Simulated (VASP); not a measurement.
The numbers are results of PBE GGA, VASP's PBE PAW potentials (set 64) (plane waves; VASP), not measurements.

A VASP calculation is set up with these files.

INCAR:
```
! general
SYSTEM  = Bi
PREC    = Accurate
ENCUT   = 520
LREAL   = .FALSE.
LASPH   = .TRUE.

! electronic loop
EDIFF   = 1E-7
NELM    = 100
ALGO    = Normal
LMAXMIX = 4

! smearing
ISMEAR  = 1
SIGMA   = 0.1

! functional
GGA     = PE

! ions
IBRION  = 2
NSW     = 30
ISIF    = 4
EDIFFG  = -0.01

! output
LWAVE   = .FALSE.
LCHARG  = .FALSE.
```

**KPOINTS**
```
Automatic mesh
0
G
10 10 10
0 0 0
```

**POSCAR**
```
Bi
1.0
  4.3275085366  -2.3371631061   0.0159011442
  4.3275085366   2.3371631061   0.0159011442
  3.0511575611   0.0000000000   3.8575059081
Bi
2
Cart
  2.7400413233  -0.0000000000   0.9103627368
  8.9661333110   0.0000000000   2.9789454597
```

POTCAR, in this order: Bi_d (PBE.64 set). Program: vasp_std.

Unless said otherwise, spin-orbit coupling is left out, though it shifts the bands of the heavy elements here.

Task: Estimate the energy per atom (σ→0), band gap (on the k-mesh).

Result: 
```
Property                                                    Result
------------------------  ----------------------------------------
energy per atom (σ→0)                               -3.880 eV/atom
band gap (on the k-mesh)  none (metal, semimetal or under 0.01 eV)
```

OSZICAR:
```
...
DAV:   3    -0.776025104789E+01    0.13473E-01   -0.23172E-02  5542   0.287E+00    0.550E-02
DAV:   4    -0.776071147130E+01   -0.46042E-03   -0.61656E-03  4588   0.102E+00    0.345E-02
DAV:   5    -0.776071627774E+01   -0.48064E-05   -0.27825E-04  5630   0.171E-01    0.910E-03
DAV:   6    -0.776071531040E+01    0.96735E-06   -0.27772E-05  5520   0.682E-02    0.458E-03
DAV:   7    -0.776071598851E+01   -0.67811E-06   -0.34356E-06  5619   0.307E-02    0.124E-03
DAV:   8    -0.776071614556E+01   -0.15705E-06   -0.30338E-07  3822   0.955E-03    0.658E-04
DAV:   9    -0.776071613103E+01    0.14528E-07   -0.82287E-08  2763   0.597E-03
   6 F= -.77607161E+01 E0= -.77606849E+01  d E =-.221496E-02
```

The compound is Bi in the a7 structure. This cell is one point of a volume scan, at 1.06 of the reference volume. Symmetry was kept, so distortions that lower it aren't found.
